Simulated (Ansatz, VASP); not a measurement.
**Cross-check of SbMo between VASP and Ansatz**

One calculation is typed for both programs; each brings its own data sets. How far apart do they land? The cell is generated by rule, not measured, and may not be a known phase. Of the first pair: The two relaxations start from unlike cells of this crystal (the structure described is Ansatz's start), so only their ends are compared.

Program: Ansatz 0.2.0. Level of theory: plane waves, with VASP 6.6.1 beside it; relaxation of cell and atoms at PBE. Results are calculated unless marked as measured.

## Step 1: The starting structure

The structure is hexagonal, space group P-6m2 (No. 187). The conventional cell has a = 3.456 Å, b = 3.456 Å, c = 3.422 Å, α = 90.00°, β = 90.00°, γ = 120.00°. Nearest to Mo lie 6 Sb at 2.63 Å. Nearest to Sb lie 6 Mo at 2.63 Å. Farther neighbours are not listed.

Coordinates:

```cif
data_structure
_symmetry_space_group_name_H-M 'P-6m2'
_symmetry_Int_Tables_number 187
_cell_length_a 3.4562
_cell_length_b 3.4562
_cell_length_c 3.4219
_cell_angle_alpha 90.000
_cell_angle_beta 90.000
_cell_angle_gamma 120.000
_cell_volume 35.40
loop_
_atom_site_label
_atom_site_type_symbol
_atom_site_symmetry_multiplicity
_atom_site_Wyckoff_symbol
_atom_site_fract_x
_atom_site_fract_y
_atom_site_fract_z
_atom_site_occupancy
Mo1 Mo 1 a 0.00000 0.00000 0.00000 1
Sb1 Sb 1 d 0.33333 0.66667 0.50000 1
```

## Step 2: VASP: relaxation of cell and atoms, PBE, pair 1

The relaxed volume is the usual yardstick between codes: in a stiff, nearly cubic crystal its relative difference is about their pressure difference at one cell divided by the bulk modulus.

Lines of VASP's logs that name or quote its potential files are left out, and so is its time.

Contents of INCAR:

```
SYSTEM = SbMo
PREC = Accurate
ENCUT = 500
EDIFF = 1E-07
NELM = 120
ISMEAR = 0
SIGMA = 0.1
LREAL = .FALSE.
ALGO = Normal
GGA = PE
NBANDS = 15
LASPH = .TRUE.
LORBIT = 11
LWAVE = .FALSE.
LCHARG = .FALSE.
ISIF = 3
IBRION = 2
NSW = 80
EDIFFG = -0.005
GGA_COMPAT = .FALSE.
NELMIN = 4
KPAR = 2
```

Contents of POSCAR:

```
SbMo
1.0
    3.5617770942     -0.0000030951      0.0000000000
   -1.7808859737      3.0845913141      0.0000000000
    0.0000000000      0.0000000000      3.6287832311
Mo Sb
1 1
Direct
    0.0000000000      0.0000000000      0.0000000000
    0.3333333333      0.6666666667      0.5000000000
```

Contents of KPOINTS:

```
Automatic mesh
0
Gamma
6 6 6
0 0 0
```

Potentials, in the order of the species: Mo_sv and Sb (PBE family, release 64).

On the command line:

```sh
> mpirun -np 2 vasp_std
```

Numbers of over 12 decimals in the logs are rounded to 6 here.

What it wrote:

```text
[banner, memory and clock lines left out]
running    2 mpi-ranks, on    1 nodes
 distrk:  each k-point on    1 cores,    2 groups
 distr:  one band on    1 cores,    1 groups

 POSCAR found type information on POSCAR MoSb
 POSCAR found :  2 types and       2 ions
 LDA part: xc-table for (Slater+PW92), standard interpolation
 POSCAR, INCAR and KPOINTS ok, starting setup
 FFT: planning ... GRIDC
 FFT: planning ... GRID_SOFT
 FFT: planning ... GRID
 WAVECAR not read
 entering main loop
       N       E                     dE             d eps       ncg     rms          rms(c)
DAV:   1     0.124192866219E+03    0.12419E+03   -0.88481E+03   848   0.111E+03
DAV:   2    -0.122862991540E+02   -0.13648E+03   -0.13350E+03  1085   0.311E+02
DAV:   3    -0.150624495157E+02   -0.27762E+01   -0.27564E+01   966   0.448E+01
DAV:   4    -0.150886844076E+02   -0.26235E-01   -0.26229E-01  1016   0.509E+00
DAV:   5    -0.150891267749E+02   -0.44237E-03   -0.44237E-03   989   0.640E-01    0.118E+01
DAV:   6    -0.146265989147E+02    0.46253E+00   -0.25790E+00   868   0.123E+01    0.302E+00
DAV:   7    -0.145806839842E+02    0.45915E-01   -0.18702E-01   868   0.337E+00    0.254E+00
DAV:   8    -0.145688676027E+02    0.11816E-01   -0.33844E-02   987   0.141E+00    0.154E-01
DAV:   9    -0.145688437409E+02    0.23862E-04   -0.68933E-04   924   0.251E-01    0.927E-02
DAV:  10    -0.145688577114E+02   -0.13970E-04   -0.16523E-04   945   0.126E-01    0.181E-02
DAV:  11    -0.145688621655E+02   -0.44541E-05   -0.75006E-06  1001   0.268E-02    0.633E-03
DAV:  12    -0.145688607966E+02    0.13689E-05   -0.86958E-07   903   0.622E-03    0.135E-03
DAV:  13    -0.145688604367E+02    0.35982E-06   -0.49176E-08   624   0.181E-03    0.943E-04
DAV:  14    -0.145688605084E+02   -0.71670E-07   -0.40409E-09   469   0.549E-04
   1 F= -.14568861E+02 E0= -.14566419E+02  d E =-.145689E+02
 curvature:   0.00 expect dE= 0.000E+00 dE for cont linesearch  0.000E+00
 trial: gam= 0.00000 g(F)=  0.577E-44 g(S)=  0.107E-04 ort = 0.000E+00 (trialstep = 0.100E+01)
 search vector abs. value=  0.107E-04
 bond charge predicted
       N       E                     dE             d eps       ncg     rms          rms(c)
DAV:   1    -0.145690464223E+02   -0.18599E-03   -0.39554E-03   847   0.680E-01    0.120E-01
DAV:   2    -0.145688794527E+02    0.16697E-03   -0.10011E-03   840   0.269E-01    0.280E-02
DAV:   3    -0.145688600183E+02    0.19434E-04   -0.49388E-05   840   0.481E-02    0.127E-02
DAV:   4    -0.145688560068E+02    0.40115E-05   -0.11552E-05   945   0.291E-02    0.513E-03
DAV:   5    -0.145688555630E+02    0.44382E-06   -0.33343E-07   960   0.535E-03    0.367E-03
DAV:   6    -0.145688549636E+02    0.59944E-06   -0.82168E-08   655   0.207E-03    0.191E-04
DAV:   7    -0.145688549649E+02   -0.13092E-08   -0.62079E-09   434   0.775E-04
   2 F= -.14568855E+02 E0= -.14566412E+02  d E =0.554352E-05
 trial-energy change:    0.000006  1 .order    0.000004   -0.000011    0.000018
 step:   0.2962(harm=  0.3674)  dis= 0.00000  next Energy=   -14.568862 (dE=-0.155E-05)
 bond charge predicted
       N       E                     dE             d eps       ncg     rms          rms(c)
DAV:   1    -0.145689547246E+02   -0.99761E-04   -0.19600E-03   847   0.479E-01    0.845E-02
DAV:   2    -0.145688703486E+02    0.84376E-04   -0.49341E-04   840   0.189E-01    0.197E-02
DAV:   3    -0.145688616353E+02    0.87133E-05   -0.24174E-05   840   0.336E-02    0.899E-03
DAV:   4    -0.145688610394E+02    0.59592E-06   -0.56979E-06   924   0.205E-02    0.366E-03
DAV:   5    -0.145688614716E+02   -0.43219E-06   -0.14649E-07   716   0.374E-03    0.246E-03
DAV:   6    -0.145688619345E+02   -0.46297E-06   -0.40710E-08   469   0.198E-03    0.200E-04
DAV:   7    -0.145688619550E+02   -0.20463E-07   -0.53422E-09   420   0.826E-04
   3 F= -.14568862E+02 E0= -.14566420E+02  d E =-.144659E-05
 curvature:  -0.18 expect dE=-0.629E-07 dE for cont linesearch -0.628E-07
 trial: gam=-0.14730 g(F)=  0.107E-45 g(S)=  0.347E-06 ort = 0.193E-05 (trialstep = 0.859E+00)
 search vector abs. value=  0.116E-07
 reached required accuracy - stopping structural energy minimisation
```

From OUTCAR (step 2):

```text
ion  position               nearest neighbor table
   1  0.000  0.000  0.000-   2 2.74   2 2.74   2 2.74   2 2.74   2 2.74   2 2.74
   2  0.333  0.667  0.500-   1 2.74   1 2.74   1 2.74   1 2.74   1 2.74   1 2.74

  LATTYP: Found a hexagonal cell.
 ALAT       =     3.5617770942
 C/A-ratio  =     1.0188125576

 Subroutine GETGRP returns: Found 12 space group operations
 (whereof 12 operations were pure point group operations)

The static configuration has the point symmetry D_3h.

 Found     28 irreducible k-points:

   k-points           NKPTS =     28   k-points in BZ     NKDIM =     28   number of bands    NBANDS=     15

   dimension x,y,z NGX =    28 NGY =   28 NGZ =   28
   dimension x,y,z NGXF=    56 NGYF=   56 NGZF=   56

   ENCUT  =  500.0 eV  36.75 Ry    6.06 a.u.   6.49  6.49  6.62*2*pi/ulx,y,z

   NELECT =      19.0000    total number of electrons

 k-points in reciprocal lattice and weights: Automatic mesh
   0.00000000  0.00000000  0.00000000       0.005
   0.16666667  0.00000000  0.00000000       0.028
   0.33333333  0.00000000  0.00000000       0.028
   0.50000000  0.00000000  0.00000000       0.014
   0.16666667  0.16666667  0.00000000       0.028
   0.33333333  0.16666667  0.00000000       0.056
   0.33333333  0.33333333  0.00000000       0.009
   0.00000000  0.00000000  0.16666667       0.009
   0.16666667  0.00000000  0.16666667       0.056
[...]
0.33333333  0.16666667  0.50000000       0.056
   0.33333333  0.33333333  0.50000000       0.009

 average (electrostatic) potential at core
       1 -70.9178       2 -82.0050

 E-fermi :  10.8392

 k-point     1 :       0.0000    0.0000    0.0000
  band No.  band energies     occupation
    ...
      7       8.5850      2.00000
      8       8.5850      2.00000
      9      10.4919      2.00000
     10      10.6941      1.95985
     11      10.6941      1.95985
     12      15.3496      0.00000
     13      15.3496      0.00000
     14      16.5126      0.00000
     15      17.8171      0.00000

 k-point     2 :       0.1667    0.0000    0.0000
  band No.  band energies     occupation
    ...
      6       7.5152      2.00000
      7       8.3356      2.00000
      8       8.9077      2.00000
      9       9.0629      2.00000
     10      10.6356      1.99602
     11      12.6165      0.00000
     12      13.3455      0.00000
     13      14.2566      0.00000
     14      17.1199      0.00000
     15      18.4508      0.00000

 k-point     3 :       0.3333    0.0000    0.0000
  band No.  band energies     occupation
    ...
      6       5.7933      2.00000
      7       8.1550      2.00000
      8       8.4057      2.00000
      9       9.7273      2.00000
     10      10.5228      1.99999
     11      12.1348      0.00000
     12      12.7384      0.00000
     13      14.6520      0.00000
     14      16.7771      0.00000
     15      18.8017      0.00000

  Total        0.0019408      0.0019408      0.0026155     -0.0000000      0.0000000      0.0000000
  in kB        0.0779749      0.0779750      0.1050833     -0.0000000      0.0000000      0.0000000
  external PRESSURE =       0.0870111 kB  Pullay stress =       0.0000000 kB

  energy-cutoff  :      500.00
  volume of cell :       39.88
      direct lattice vectors                 reciprocal lattice vectors
     3.562043806 -0.000003095 -0.000000000     0.280737845  0.162083738 -0.000000000
    -1.781019329  3.084822293  0.000000000     0.000000282  0.324167944 -0.000000000
     0.000000000  0.000000000  3.629172572     0.000000000  0.000000000  0.275544902

 POSITION                                       TOTAL-FORCE (eV/Angst)
 -----------------------------------------------------------------------------------
      0.00000      0.00000      3.62917        -0.000000      0.000000     -0.000000
      0.00000      2.05655      1.81459         0.000000     -0.000000      0.000000
 -----------------------------------------------------------------------------------
    total drift:                                0.000002      0.000006      0.000000

  FREE ENERGIE OF THE ION-ELECTRON SYSTEM (eV)
  ---------------------------------------------------
  free  energy   TOTEN  =       -14.5688619550 eV

  energy  without entropy=      -14.5639776203  energy(sigma->0) =      -14.56641979

 reached required accuracy - stopping structural energy minimisation

 total charge
# of ion       s       p       d       tot
------------------------------------------
    1        2.226   6.115   4.070  12.411
    2        1.096   1.354   0.090   2.541
--------------------------------------------------
tot          3.323   7.469   4.160  14.952

[... 3 further parts left out ...]
```

CONTCAR:

```
SbMo
   1.00000000000000
     3.5620438056360459   -0.0000030953410208   -0.0000000000000000
    -1.7810193292333376    3.0848222931715719    0.0000000000000000
     0.0000000000000000    0.0000000000000000    3.6291725718290895
  Mo              Sb
     1     1
Direct
     0.0000000000000000    0.0000000000000000    1.0000000000000000
     0.3333333332999970    0.6666666667000030    0.5000000000000000
```

This run has no spin polarisation. Its electron count is odd, so without a moment it is a metal by construction. The k-mesh is coarse for a metal. The run keeps the 12 symmetry operations of its start, so it cannot find a distortion of lower symmetry.

## Step 3: Ansatz: relaxation of cell and atoms, PBE, pair 1

Ansatz runs on its default PAW (the set named soft_2) files.

Its own start cell and the same functional, mesh and smearing now go to Ansatz, which takes its cutoff from its data sets.

Contents of input.yaml:

```yaml
crystal:
  lattice:
    - [3.45619, 0.0, 0.0]
    - [-1.72809, 2.99315, 0.0]
    - [0.0, 0.0, 3.42187]
  atoms:
    - { symbol: Mo, position: [0.0, 0.0, 0.0] }
    - { symbol: Sb, position: [0.3333333333, 0.6666666667, 0.5] }
kpoints:
  mp_grid: { grid: [6, 6, 6] }
hamiltonian:
  xc: pbe
scf:
  occupations: { method: gaussian, width: 0.1 }
output:
  forces: true
  stress: true
  eigenvalues: true
relax:
  adjacent_minimum: "off"
  f_tol: 0.05
  max_steps: 80
  cell: { stress_tol: 0.5 }
```

On the command line:

```sh
> ansatz run input.yaml --threads 4 --pin off --max-ram 8192MiB --backend cpu --events-out ev --progress --plain --runs-dir out
```

What it wrote:

```text
The last accepted step is kept in <dir> (removed where the run ends without a failure and the disk answers)
Engine: ansatz 0.2.0, aarch64-unknown-linux-gnu
Pseudopotentials: kind: paw
Pseudopotential: Mo, paw, valence charge 14, recommended cutoff 420 eV (normal), Mo.paw.azcp
Pseudopotential: Sb, paw, valence charge 15, recommended cutoff 420 eV (normal), Sb.paw.azcp
Functional definition: PBE
  parameter kappa = 0.804
  parameter beta = 0.066725
  exchange = pbe_x(kappa = kappa, mu = beta*pi^2/3)
  correlation = pbe_c(beta = beta)
Crystal: 2 atoms, lattice volume = 35.399 Å³
Basis set: ecut = 420 eV, 677 PW (Γ), exchange–correlation on 48×48×48 points (8 copies of the dense FFT grid, shifted against one another)
Bands: 19, of which v1, the nominal top of the filled ones, is band 15 counted from 1 (14 counted from 0)
Symmetry: 12 space group operations
Space group: P-6m2 (ITA 187), of the structure as read, at distance tolerance 3.3e-5 Å
k-points: 28 of 216 (time reversal used)
Non-local potential: Mo, projectors of the file, l = 0: 3, l = 1: 2, l = 2: 2, l = 3: 1
Non-local potential: Sb, projectors of the file, l = 0: 2, l = 1: 2, l = 2: 2, l = 3: 2
PAW form: soft (Blöchl's): semilocal exchange-correlation on the pseudo side does not see the compensation charge
PAW one-centre angular grid: Mo, 590 points (default); XC on 64 Gauss nodes
PAW one-centre angular grid: Sb, 590 points (default); XC on 64 Gauss nodes
Initial density: superposition of atomic densities (neutral atoms: chi_scale 0, normalization atom), corrected by the library's trained network
Initial wavefunctions: pseudopotential atomic-orbital guess
Functional: x = pbe(κ = 0.804, μ = 0.219515), c = pbe(β = 0.066725)
SCF iter   1: F=—  HF=-11439.660763 eV  |F-HF|=—  |Δ(HF+E_count)|=         —  Δρ=1.05e-2  dr2=1.40e-2  ethr=1.77e-3  ⟨swp⟩=5.5  Hψ=2636  notcnv=0
preconditioner: auto → none  [insulator: Δε(μ)=0.180 eV  Ē_g=8.152 eV  σ=0.100 eV  W_gap=0.75  n_scr=8 (ndim 8)  ℏωp=20.7 eV  f_vac=0.000  D(μ)=0.64/eV (n_scr^D=0)  ε∞_Penn≈7.4]
SCF iter   2: F=—  HF=-11439.659742 eV  |F-HF|=—  |Δ(HF+E_count)|=   1.02e-3  Δρ=4.96e-3  dr2=2.29e-3  ethr=4.82e-5  ⟨swp⟩=1.4  Hψ=773  notcnv=0
SCF iter   3: F=—  HF=-11439.660251 eV  |F-HF|=—  |Δ(HF+E_count)|=   5.09e-4  Δρ=7.97e-4  dr2=6.34e-5  ethr=7.91e-6  ⟨swp⟩=1.0  Hψ=525  notcnv=0
SCF iter   4: F=—  HF=-11439.660278 eV  |F-HF|=—  |Δ(HF+E_count)|=   2.68e-5  Δρ=6.24e-5  dr2=5.34e-7  ethr=2.18e-7  ⟨swp⟩=2.0  Hψ=650  notcnv=0
iter 5 did not close the SCF: its close was put off for the readings that it lacked (scf_convergence_deferred on its scf_iter line)
SCF iter   5: F=-11439.660278 eV  HF=-11439.660278 eV  |F-HF|=3.17e-9  |Δ(HF+E_count)|=   3.14e-7  Δρ=1.28e-5  dr2=2.42e-8  ethr=1.84e-9  ⟨swp⟩=2.1  Hψ=920  notcnv=0
SCF iter   6: F=-11439.660278 eV  HF=-11439.660278 eV  |F-HF|=2.69e-10  |Δ(HF+E_count)|=   3.82e-9  Δρ=1.52e-6  dr2=3.92e-10  ethr=8.36e-11  ⟨swp⟩=3.0  Hψ=1949  notcnv=0
SCF 1 converged in 6 iterations: F = -11439.660278 eV  dr2 = 3.92e-10
  greatest PAW one-centre occupation: 0.998 electrons in one spin orbital (limit 2), on the Mo atom at site 0 (counted from 0), in its partial waves of l = 0
relax step   1: F+E_penalty+E_count = -11439.66027823 eV  Δ(F+E_penalty+E_count) = +0.000e0 eV  max|allowed force component| = 3.701e-17 eV/Å  Δτ_max = 0.0000 Å  P = +24.490 GPa  Ω = 35.399 Å³  (6 SCF iters, dr2 threshold 1.00e-7 eV, accepted)
[...]
relax step   2: F+E_penalty+E_count = -11439.98319275 eV  Δ(F+E_penalty+E_count) = -3.229e-1 eV  max|allowed force component| = 3.701e-17 eV/Å  Δτ_max = 0.0000 Å  P = +1.426 GPa  Ω = 39.648 Å³  energy of the carried Pulay correction = -1.751e-3 eV  (6 SCF iters, dr2 threshold 2.00e-7 eV, accepted)
[...]
relax step   3: F+E_penalty+E_count = -11439.98606628 eV  Δ(F+E_penalty+E_count) = -2.874e-3 eV  max|allowed force component| = 1.388e-17 eV/Å  Δτ_max = 0.0000 Å  P = +0.324 GPa  Ω = 39.783 Å³  energy of the carried Pulay correction = -1.815e-3 eV  (6 SCF iters, dr2 threshold 2.00e-7 eV, accepted)
[...]
relax step   4: F+E_penalty+E_count = -11439.98746000 eV  Δ(F+E_penalty+E_count) = -1.394e-3 eV  max|allowed force component| = 6.361e-18 eV/Å  Δτ_max = 0.0000 Å  P = +0.307 GPa  Ω = 39.783 Å³  stress off target by 4.41e-1 GPa  SCF on the basis re-selected at this cell (its energy is not comparable with the rows above)  (6 SCF iters)
basis re-selected at this cell: Δ(F+E_penalty+E_count) = -1.394e-3 eV, ΔP = -0.017 GPa vs the last step (what re-selecting the basis moved, of the pressure what is left beyond the Pulay correction that the steps carried, after the strain that the cell walked since its last selection, with what the two solves' SCF thresholds leave and, on support functions, any second-order correction that the steps lacked; it is no measure of the basis error at this ecutwfc). The dense FFT grid was sized anew with the basis: this SCF ran on 24×24×25 points, the steps before it on 24×24×24, so part of this shift can come from that change (see relax.cell in the input reference). [rest of the remark cut]
SCF converged after 6 iterations
Free energy (F): -11439.987460 eV
Harris-Foulkes:  -11439.987460 eV  (|F-HF|=1.82e-12)
Internal energy: -11439.982704 eV  (E = F + TS)
E sigma→0 (E₀):  -11439.985082 eV
Entropy (-TS):   -0.004756 eV (-2.378 meV/atom)
Fermi energy:    16.354332 eV
--- Per-component energies (eV) ---
  E_band       = -196.395595
  E_kinetic    = 651.011457
  E_local      = -2258.568953  (includes V_loc(G=0)·N_el)
  E_nonlocal   = 509.590107
  E_hartree    = 935.895646
  E_xc         = -322.211657
  E_vxc        = -325.847479  (∫ρ·V_xc dr)
  E_paw        = -7780.330236  (= ΣΔE_a)
  E_vpaw       = -644.372061  (= ΣTr[D̂ρ^β])
  E_aug_tail   = 0.000046  (compensation charges beyond the density's cutoff)
  E_ewald      = -3175.369114
  E_smearing   = -0.004756  (= −TS)
  E_closure    = -0.000000  (closes the sum)
  Σ components = -11439.987460   (vs F -11439.987460, Δ=0.00e0)
--- Forces (eV/Å), atoms counted from 1 ---
  atom   1  Mo     0.00000000     0.00000000    -0.00000000
  atom   2  Sb     0.00000000     0.00000000    -0.00000000
  max |Σ_I F_I| component: 2.20e-17 eV/Å
--- Stress (GPa, compression-positive) ---
        0.441193       0.000000      -0.000000
        0.000000       0.441193      -0.000000
       -0.000000      -0.000000       0.038150
  P = ⅓ Tr σ = 0.3068 GPa (3.068 kbar)
--- Band table (eV; the first three rows and the last of 28) ---
  k-point 0: bands = [... 11 lower, 14.1080, 14.1080, 15.9394, 16.2016, 16.2016, 20.8740, 20.8740, 22.0413]
  k-point 1: bands = [... 11 lower, 14.2668, 14.2668, 15.7473, 15.8685, 15.8685, 21.0435, 21.0435, 22.5343]
  k-point 2: bands = [... 11 lower, 14.5919, 14.5919, 15.3919, 15.3919, 16.2102, 20.7138, 20.7138, 23.3203]
  k-point 27: bands = [... 11 lower, 11.7836, 13.3425, 15.1237, 17.0197, 18.6362, 19.2810, 19.3472, 20.2976]
--- Relaxed structure (3 steps of the walk, 3 accepted, 1 SCFs on fresh bases) ---
  F+E_penalty+E_count = -11439.98746000 eV   max|allowed force component| = 6.361e-18 eV/Å   (the final SCF, on the basis selected at the relaxed cell)
  cell:  # Å, volume = 39.7833 Å³
    - [3.554210, -2.9686206429493587e-6, 5.825078104418068e-18]
    - [-1.777102, 3.078037, -2.912534838699005e-18]
    - [5.767233423755785e-18, 0, 3.636504]
  atoms:
    - { symbol: Mo, position: [0, -2.7755575615628914e-17, 0] }
    - { symbol: Sb, position: [0.333333, 0.666667, 0.5] }
```

## Step 4: Differences

Known differences besides the potentials themselves: the data sets hold 29 valence electrons in Ansatz (on its default PAW (the set named soft_2) files) and 19 in VASP; the cutoff is 420 eV in Ansatz and 500 eV in VASP; Ansatz adds a Pulay correction to the stress that steers its cell, VASP none. Total energies have different zeros and are not compared.

Compared:

```csv
quantity,Ansatz,VASP,difference
volume (Å³),39.78,39.88,-0.24 %
"edge a after relaxation, in the typed setting (Å)",3.554,3.562,-0.22 %
"edge c after relaxation, in the typed setting (Å)",3.636,3.629,+0.20 %
```

(Part 1 of 2 ends here.)

[Lines on the potential files, build, host, timing and source positions are cut from VASP's logs without a mark.]

[Logs are printed without paths, hosts, clocks, repeated set-up lines and the standing remarks that a program may print on its own settings, such as how far it seeks lower states.]

[Hosts, paths, dates, database ids (printed as entryN), source tags and the programs' standing remarks are cut or masked in the printed files.]
